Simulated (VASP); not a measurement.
Consider the following.

```
In
1.0
   -1.61842     1.61842     2.50457
    1.61842    -1.61842     2.50457
    1.61842     1.61842    -2.50457
In
1
Direct
  0.00000   0.00000   0.00000
```

Computed with r2SCAN meta-GGA, VASP's PBE PAW potentials (set 64) (plane waves; VASP 6.6.1). Run with 480 eV cut-off, 14×14×14 Γ-centred mesh, first-order Methfessel-Paxton smearing of 0.10 eV, potentials In_d.

Each row applies one change to this cell, which was relaxed at other settings and keeps the small stress of the first row; at a fixed cut-off the stress holds a Pulay part, so it need not integrate to ΔE exactly. Stress is in GPa, positive when the cell is compressed.

```json
[
 {"change": "none", "ΔE (meV/atom)": "0.0", "σxx": "0.07", "σyy": "0.07", "σzz": "0.04", "largest shear component, with its sign (GPa)": "0.00", "largest force (eV/Å)": "0.000"},
 {"change": "isotropic strain of -1.0 %", "ΔE (meV/atom)": "3.9", "σxx": "1.52", "σyy": "1.52", "σzz": "1.39", "largest shear component, with its sign (GPa)": "0.00", "largest force (eV/Å)": "0.000"},
 {"change": "isotropic strain of -1.5 %", "ΔE (meV/atom)": "8.5", "σxx": "2.33", "σyy": "2.33", "σzz": "2.15", "largest shear component, with its sign (GPa)": "0.00", "largest force (eV/Å)": "0.000"},
 {"change": "isotropic strain of +0.5 %", "ΔE (meV/atom)": "0.5", "σxx": "-0.57", "σyy": "-0.57", "σzz": "-0.55", "largest shear component, with its sign (GPa)": "0.00", "largest force (eV/Å)": "0.000"}
]
```

Failed runs are left out, and for metals the shear rows, which the mesh's noise covers.

The compound is In in the bct structure.
